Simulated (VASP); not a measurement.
# ZnPt under strain, part 2 of 3

How does the pressure of ZnPt answer to a change of volume? The bands are shown for each cell. All runs use LDA. Left out of this account: at least 1 further run (self-consistent run: a reference on another mesh). The start is a cell from a database of measured crystal structures.

VASP 6.6.1; LDA; plane waves and PAW (Zn, Pt).

Still holding for the runs below: Spin-orbit coupling is off here; it can split and shift levels that hold much weight on Pt by tenths of an eV or more.

So far, pressure (GPa): step 2 (bands, cell as listed) -10.4; step 3 (cell volume +4.0 %) -16.2.

### Step 4. Bands, volume times 1.08

The cell is expanded evenly, with fractional positions held.

Input file INCAR:

```
SYSTEM = ZnPt
PREC = Accurate
ENCUT = 400
EDIFF = 1E-06
NELM = 100
ISMEAR = -1
SIGMA = 0.05
LREAL = .FALSE.
ALGO = Normal
GGA = CA
NBANDS = 23
LASPH = .TRUE.
LORBIT = 11
LWAVE = .FALSE.
LCHARG = .FALSE.
KPAR = 2
```

Input file POSCAR:

```
ZnPt
1.0
    2.9384226668      0.0000000000      0.0000000000
    0.0000000000      2.9384226668      0.0000000000
    0.0000000000      0.0000000000      3.6012093437
Zn Pt
1 1
Direct
    0.5000000000      0.5000000000      0.5000000000
    0.0000000000      0.0000000000      0.0000000000
```

Input file KPOINTS:

```
Automatic mesh
0
Gamma
13 13 11
0 0 0
```

Input file KPOINTS_OPT:

```
Line mode
16
Line-mode
Reciprocal
  0.00000000   0.00000000   0.00000000 GAMMA
  0.00000000   0.50000000   0.00000000 X

  0.00000000   0.50000000   0.00000000 X
  0.50000000   0.50000000   0.00000000 M

  0.50000000   0.50000000   0.00000000 M
  0.00000000   0.00000000   0.00000000 GAMMA

  0.00000000   0.00000000   0.00000000 GAMMA
  0.00000000   0.00000000   0.50000000 Z

  0.00000000   0.00000000   0.50000000 Z
  0.00000000   0.50000000   0.50000000 R

  0.00000000   0.50000000   0.50000000 R
  0.50000000   0.50000000   0.50000000 A

  0.50000000   0.50000000   0.50000000 A
  0.00000000   0.00000000   0.50000000 Z

  0.00000000   0.50000000   0.00000000 X
  0.00000000   0.50000000   0.50000000 R

  0.50000000   0.50000000   0.00000000 M
  0.50000000   0.50000000   0.50000000 A
```

PAW data sets: Zn and Pt (LDA family, release 64).

The run is started by

```bash
$ mpirun -np 2 vasp_std
```

The log of the run:

```text
[... set-up lines as in an earlier step ...]
 entering main loop
       N       E                     dE             d eps       ncg     rms          rms(c)
DAV:   1     0.109426535588E+03    0.10943E+03   -0.87114E+03  8359   0.105E+03
DAV:   2    -0.451069183557E+01   -0.11394E+03   -0.10578E+03  8295   0.240E+02
DAV:   3    -0.106294364879E+02   -0.61187E+01   -0.60728E+01  9226   0.553E+01
DAV:   4    -0.106877234765E+02   -0.58287E-01   -0.58275E-01  9065   0.509E+00
DAV:   5    -0.106884739299E+02   -0.75045E-03   -0.75045E-03  9408   0.594E-01    0.803E+00
DAV:   6    -0.103152060627E+02    0.37327E+00   -0.79243E-01  9278   0.130E+01    0.429E+00
DAV:   7    -0.102745657711E+02    0.40640E-01   -0.36933E-02 10671   0.251E+00    0.218E+00
DAV:   8    -0.102626516904E+02    0.11914E-01   -0.21640E-02  9394   0.136E+00    0.301E-01
DAV:   9    -0.102621869265E+02    0.46476E-03   -0.99196E-04  9743   0.701E-01    0.118E-01
DAV:  10    -0.102621382898E+02    0.48637E-04   -0.19099E-04  8903   0.908E-02    0.234E-02
DAV:  11    -0.102621377341E+02    0.55572E-06   -0.69252E-06  9253   0.253E-02
   1 F= -.10262138E+02 E0= -.10259537E+02  d E =-.520109E-02
 Start KPOINTS_OPT (optional k-point list driver)
k-point batch [1-144\144]
       N       E                     dE             ncg
DAV:   1     0.222814195436E+05   -0.70625E+05     7143
DAV:   2     0.594080791629E+04   -0.16341E+05     7044
DAV:   3     0.507311155646E+04   -0.86770E+03     7891
DAV:   4     0.506449065860E+04   -0.86209E+01     7829
DAV:   5     0.506437298110E+04   -0.11768E+00     8052
DAV:   6     0.506437040550E+04   -0.25756E-02     8162
DAV:   7     0.506437034718E+04   -0.58325E-04     7880
DAV:   8     0.506437034587E+04   -0.13125E-05     5954
DAV:   9     0.506437034567E+04   -0.19213E-06     5237
```

It took 16 s on 2 MPI ranks of Intel Xeon 6975P-C (Granite Rapids), shared host; peak memory 0.44 GiB.

Parts of OUTCAR (step 4):

```text
  LATTYP: Found a simple tetragonal cell.
 ALAT       =     2.9384226668
 C/A-ratio  =     1.2255586592

The static configuration has the point symmetry D_4h.

 Found    168 irreducible k-points:

   ENCUT  =  400.0 eV  29.40 Ry    5.42 a.u.   4.79  4.79  5.87*2*pi/ulx,y,z

   NELECT =      22.0000    total number of electrons

 E-fermi :   6.1783

 k-point     1 :       0.0000    0.0000    0.0000
  band No.  band energies     occupation
    ...
      7       2.0326      2.00000
      8       2.5462      2.00000
      9       4.8003      2.00000
     10       4.8003      2.00000
     11       5.3336      2.00000
     12       8.6846      0.00000
     13      14.2270      0.00000
     14      14.2657      0.00000
     15      14.2657      0.00000
     16      20.8241      0.00000
    ...

 k-point     2 :       0.0769    0.0000    0.0000
  band No.  band energies     occupation
    ...
      7       2.0826      2.00000
      8       2.5768      2.00000
      9       4.5622      2.00000
     10       4.7974      2.00000
     11       5.2293      2.00000
     12       9.0345      0.00000
     13      13.0247      0.00000
     14      14.4821      0.00000
     15      14.7352      0.00000
     16      20.7363      0.00000
    ...

  Total       -4.0615221     -4.0615221     -3.9022298      0.0000000      0.0000000      0.0000000
  in kB     -209.2774829   -209.2774829   -201.0696525      0.0000000      0.0000000      0.0000000
  external PRESSURE =    -206.5415394 kB  Pullay stress =       0.0000000 kB

  energy-cutoff  :      400.00
  volume of cell :       31.09
      direct lattice vectors                 reciprocal lattice vectors
     2.938422667  0.000000000  0.000000000     0.340318638  0.000000000  0.000000000
     0.000000000  2.938422667  0.000000000     0.000000000  0.340318638  0.000000000
     0.000000000  0.000000000  3.601209344     0.000000000  0.000000000  0.277684496

 POSITION                                       TOTAL-FORCE (eV/Angst)
 -----------------------------------------------------------------------------------
      1.46921      1.46921      1.80060         0.000000      0.000000      0.000000
      0.00000      0.00000      0.00000         0.000000      0.000000      0.000000
 -----------------------------------------------------------------------------------
    total drift:                               -0.000000      0.000000      0.000000

  FREE ENERGIE OF THE ION-ELECTRON SYSTEM (eV)
  ---------------------------------------------------
  free  energy   TOTEN  =       -10.2621377341 eV

  energy  without entropy=      -10.2569366450  energy(sigma->0) =      -10.25953719

 total charge
# of ion       s       p       d       tot
------------------------------------------
    1        0.535   0.440   9.771  10.745
    2        0.607   0.449   8.121   9.177
--------------------------------------------------
tot          1.141   0.889  17.892  19.922

[... 4 parts as in an earlier step ...]

[... 6 further parts left out ...]
```

Numbers from this step:

```
free energy (TOTEN)     : -10.26 eV
energy at zero smearing : -10.26 eV
Fermi energy            : 6.178 eV
pressure                : -20.65 GPa
```

Electronic bands along the path, in eV, zero at the Fermi level; # counts the bands kept in this run:

```csv
point,#8,#9,#10,#11,#12,#13,#14,#15
Γ,-3.63,-1.38,-1.38,-0.84,2.51,8.05,8.09,8.09
0.47 of the way,-3.24,-2.74,-1.58,-1.40,3.42,4.91,8.73,9.87
X,-3.77,-3.75,-2.32,-1.43,1.02,8.87,9.37,10.69
0.47 of the way,-3.12,-2.83,-1.91,-1.41,1.01,8.31,8.50,9.88
M,-2.36,-2.36,-0.13,-0.13,0.12,4.60,4.88,8.80
0.53 of the way,-3.15,-2.77,-2.27,-1.89,4.45,4.91,6.56,9.52
Γ,-3.63,-1.38,-1.38,-0.84,2.51,8.05,8.09,8.09
0.47 of the way,-3.97,-1.74,-1.74,-0.87,-0.09,9.42,9.42,11.99
Z,-4.36,-2.13,-2.13,-1.70,-0.90,12.24,12.87,12.87
0.47 of the way,-3.59,-1.93,-1.82,-1.44,-1.38,7.07,7.89,12.91
R,-1.88,-1.49,-1.45,-1.10,-0.96,2.74,3.67,12.87
0.53 of the way,-3.78,-2.16,-1.01,1.98,2.41,3.05,3.16,8.47
A,-4.51,-1.15,0.13,2.37,5.01,5.01,5.46,6.34
0.47 of the way,-3.33,-2.49,-1.91,-0.70,0.33,6.02,7.77,8.51
Z,-4.36,-2.13,-2.13,-1.70,-0.90,12.24,12.87,12.87
jump to X,-3.77,-3.75,-2.32,-1.43,1.02,8.87,9.37,10.69
0.53 of the way,-3.32,-2.07,-2.02,-1.44,0.72,4.62,5.41,13.47
R,-1.88,-1.49,-1.45,-1.10,-0.96,2.74,3.67,12.87
jump to M,-2.36,-2.36,-0.13,-0.13,0.12,4.60,4.88,8.80
0.53 of the way,-3.80,-1.81,0.12,2.32,2.32,3.35,4.76,9.09
A,-4.51,-1.15,0.13,2.37,5.01,5.01,5.46,6.34
```

Of the projections kept (Zn, Pt), the largest for each band there, as a share of the weight inside these atoms' spheres; weight between the spheres isn't counted:

```csv
point,#8,#9,#10,#11,#12,#13,#14,#15
Γ,Pt 0.81,Pt 0.95,Pt 0.95,Pt 0.99,Zn 0.50,Pt 0.56,Zn 0.60,Zn 0.60
X,Pt 0.93,Pt 0.99,Pt 0.98,Pt 1.00,Pt 0.95,Zn 0.57,Pt 0.70,Zn 0.61
M,Pt 0.85,Pt 0.85,Zn 0.50,Zn 0.50,Pt 1.00,Pt 0.90,Zn 0.62,Zn 1.00
Γ,Pt 0.81,Pt 0.95,Pt 0.95,Pt 0.99,Zn 0.50,Pt 0.56,Zn 0.60,Zn 0.60
Z,Pt 1.00,Pt 0.97,Pt 0.97,Pt 0.97,Pt 1.00,Zn 1.00,Zn 0.74,Zn 0.74
R,Pt 0.93,Zn 0.55,Pt 0.94,Pt 0.96,Pt 0.64,Pt 0.91,Pt 0.54,Zn 1.00
```

 The pressure is -20.65 GPa.

Between step 2 and this run (cell volume +8.0 %) the value for the pressure moves from -10.4 GPa to -20.7 GPa.

### Step 5. Bands, sheared, principal strains -2.7, +1.0, +1.7 %

The first cell is sheared at its own volume, which lowers its symmetry.

INCAR is that of step 4.

Input file POSCAR:

```
ZnPt
1.0
    2.8753270000     -0.0428860000      0.0379900000
   -0.0428860000      2.8626950000      0.0353960000
    0.0465590000      0.0433790000      3.4997170000
Zn Pt
1 1
Direct
    0.5000000000      0.5000000000      0.5000000000
    0.0000000000      0.0000000000      0.0000000000
```

KPOINTS is that of step 4.

Input file KPOINTS_OPT:

```
Line mode
16
Line-mode
Reciprocal
  0.00000000  -0.50000000   0.00000000 X
  0.00000000   0.00000000   0.00000000 GAMMA

  0.00000000   0.00000000   0.00000000 GAMMA
  0.00000000   0.00000000  -0.50000000 Y

  0.00000000  -0.50000000  -0.50000000 L
  0.00000000   0.00000000   0.00000000 GAMMA

  0.00000000   0.00000000   0.00000000 GAMMA
  0.50000000   0.00000000   0.50000000 Z

  0.50000000  -0.50000000   0.50000000 N
  0.00000000   0.00000000   0.00000000 GAMMA

  0.00000000   0.00000000   0.00000000 GAMMA
  0.50000000   0.00000000   0.00000000 M

  0.50000000  -0.50000000   0.00000000 R
  0.00000000   0.00000000   0.00000000 GAMMA
```

The run is started by

```bash
$ mpirun -np 2 vasp_std
```

The log of the run:

```text
[... set-up lines as in an earlier step ...]
 entering main loop
       N       E                     dE             d eps       ncg     rms          rms(c)
DAV:   1     0.108610504090E+03    0.10861E+03   -0.87526E+03 46295   0.107E+03
DAV:   2    -0.485413528148E+01   -0.11346E+03   -0.10537E+03 45587   0.242E+02
DAV:   3    -0.108614680687E+02   -0.60073E+01   -0.59625E+01 51278   0.551E+01
DAV:   4    -0.109180934825E+02   -0.56625E-01   -0.56614E-01 49915   0.503E+00
DAV:   5    -0.109187953825E+02   -0.70190E-03   -0.70189E-03 52671   0.575E-01    0.100E+01
DAV:   6    -0.105270292868E+02    0.39177E+00   -0.73384E-01 52791   0.136E+01    0.528E+00
DAV:   7    -0.104825751565E+02    0.44454E-01   -0.34813E-02 59434   0.249E+00    0.239E+00
DAV:   8    -0.104718433952E+02    0.10732E-01   -0.13608E-02 52804   0.104E+00    0.217E-01
DAV:   9    -0.104716182338E+02    0.22516E-03   -0.53482E-04 52750   0.533E-01    0.931E-02
DAV:  10    -0.104715785771E+02    0.39657E-04   -0.12525E-04 49012   0.730E-02    0.201E-02
DAV:  11    -0.104715786711E+02   -0.93985E-07   -0.56762E-06 51901   0.171E-02
   1 F= -.10471579E+02 E0= -.10469506E+02  d E =-.414449E-02
 Start KPOINTS_OPT (optional k-point list driver)
k-point batch [1-112\112]
       N       E                     dE             ncg
DAV:   1     0.401971702963E+05   -0.27455E+05     5605
DAV:   2     0.272194699565E+05   -0.12978E+05     5376
DAV:   3     0.265470181745E+05   -0.67245E+03     6188
DAV:   4     0.265405264448E+05   -0.64917E+01     6099
DAV:   5     0.265404394563E+05   -0.86988E-01     6308
DAV:   6     0.265404375824E+05   -0.18739E-02     6515
DAV:   7     0.265404375427E+05   -0.39670E-04     6142
DAV:   8     0.265404375418E+05   -0.89531E-06     4669
```

Run time: 58 s. Hardware: 2 MPI ranks; peak memory 1.3 GiB; 1.9 min of CPU time.

Parts of OUTCAR (step 5):

```text
   k-points           NKPTS =    930   k-points in BZ     NKDIM =    930   number of bands    NBANDS=     23

   ENCUT  =  400.0 eV  29.40 Ry    5.42 a.u.   4.69  4.67  5.71*2*pi/ulx,y,z

   NELECT =      22.0000    total number of electrons

 E-fermi :   7.2013

 k-point     1 :       0.0000    0.0000    0.0000
  band No.  band energies     occupation
    ...
      7       2.6419      2.00000
      8       3.2504      2.00000
      9       5.6897      2.00000
     10       5.7153      2.00000
     11       6.2628      2.00000
     12       9.7131      0.00000
     13      15.3973      0.00000
     14      15.5694      0.00000
     15      16.1393      0.00000
     16      22.4160      0.00000
    ...

  Total       -1.9272177     -1.7748112     -1.7016925      0.3095039     -0.3608958     -0.3837075
  in kB     -107.2477661    -98.7664915    -94.6975094     17.2235881    -20.0834927    -21.3529413
  external PRESSURE =    -100.2372557 kB  Pullay stress =       0.0000000 kB

 POSITION                                       TOTAL-FORCE (eV/Angst)
 -----------------------------------------------------------------------------------
      1.43950      1.43159      1.78655         0.000000     -0.000000      0.000000
      0.00000      0.00000      0.00000        -0.000000      0.000000      0.000000
 -----------------------------------------------------------------------------------
    total drift:                               -0.000000      0.000000      0.000000

  FREE ENERGIE OF THE ION-ELECTRON SYSTEM (eV)
  ---------------------------------------------------
  free  energy   TOTEN  =       -10.4715786711 eV

  energy  without entropy=      -10.4674341812  energy(sigma->0) =      -10.46950643

[... 1 part as in an earlier step ...]

[... 14 further parts left out ...]
```

The path and its labels are those of the sheared lattice, so a letter need not mean the same point as in the unstrained cell.

This step gave:

```yaml
irreducible_k_points: 930
symmetry_operations: 2
free_energy_toten: -10.47 eV
energy_at_zero_smearing: -10.47 eV
fermi_energy: 7.201 eV
pressure: -10.02 GPa
```

Electronic bands along the path, in eV, zero at the Fermi level; # counts the bands kept in this run:

```csv
point,#8,#9,#10,#11,#12,#13,#14,#15
X,-4.17,-4.15,-2.64,-1.61,1.17,9.05,10.01,11.29
0.53 of the way,-3.57,-3.05,-1.80,-1.55,3.60,5.17,9.41,10.17
Γ,-3.95,-1.51,-1.49,-0.94,2.51,8.20,8.37,8.94
0.53 of the way,-4.45,-2.07,-1.98,-0.98,-0.54,10.07,10.22,13.23
Y,-4.89,-2.50,-2.33,-1.83,-1.01,12.37,13.48,13.66
jump to L,-2.08,-1.85,-1.59,-1.20,-1.17,3.08,4.24,13.14
0.47 of the way,-3.61,-3.18,-1.95,-1.59,1.61,4.64,10.15,11.78
Γ,-3.95,-1.51,-1.49,-0.94,2.51,8.20,8.37,8.94
0.47 of the way,-3.72,-3.19,-1.86,-1.50,1.88,4.93,11.25,11.31
Z,-2.04,-1.88,-1.57,-1.24,-1.18,2.98,4.22,13.26
jump to N,-5.01,-1.26,0.16,2.52,4.90,5.24,5.84,6.69
0.53 of the way,-3.46,-2.70,-2.62,-2.38,3.12,6.00,6.58,11.92
Γ,-3.95,-1.51,-1.49,-0.94,2.51,8.20,8.37,8.94
0.53 of the way,-3.48,-3.30,-1.94,-1.54,2.84,5.74,9.40,10.81
M,-4.20,-4.18,-2.59,-1.59,1.09,8.99,9.99,11.25
jump to R,-2.59,-2.45,-0.63,-0.15,0.15,4.87,5.65,8.97
0.47 of the way,-3.12,-3.08,-2.66,-2.12,3.94,5.50,7.59,10.01
Γ,-3.95,-1.51,-1.49,-0.94,2.51,8.20,8.37,8.94
```

Of the projections kept (Zn, Pt), the largest for each band there, as a share of the weight inside these atoms' spheres; weight between the spheres isn't counted:

```csv
point,#8,#9,#10,#11,#12,#13,#14,#15
X,Pt 0.95,Zn 0.74,Pt 0.98,Pt 1.00,Pt 0.95,Zn 0.53,Pt 0.64,Zn 0.58
Γ,Pt 0.76,Pt 0.94,Pt 0.94,Pt 0.98,Zn 0.50,Zn 0.60,Zn 0.60,Pt 0.56
Y,Pt 1.00,Pt 0.95,Pt 0.97,Pt 0.97,Pt 1.00,Zn 0.95,Zn 0.72,Zn 0.71
L,Pt 0.92,Zn 0.54,Pt 0.92,Pt 0.64,Pt 0.95,Pt 0.89,Pt 0.55,Zn 0.98
Γ,Pt 0.76,Pt 0.94,Pt 0.94,Pt 0.98,Zn 0.50,Zn 0.60,Zn 0.60,Pt 0.56
Z,Pt 0.92,Zn 0.53,Pt 0.93,Pt 0.63,Pt 0.95,Pt 0.89,Pt 0.55,Zn 0.98
```

 The pressure is -10.02 GPa, and the symmetry operations fall from 16 to 2.

[end of part 2 of 3]

[Lines on the potential files, build, host, timing and source positions are cut from VASP's logs without a mark.]

[Logs are printed without paths, hosts, clocks, repeated set-up lines and the standing remarks that a program may print on its own settings, such as how far it seeks lower states.]

[Hosts, paths, dates, database ids (printed as entryN), source tags and the programs' standing remarks are cut or masked in the printed files.]

[A measured line is paired with the nearest computed mode of its activity, which favours agreement.]

[In band tables of VASP the shares of atoms and orbitals are scaled to a sum of 1 inside the atoms' spheres.]
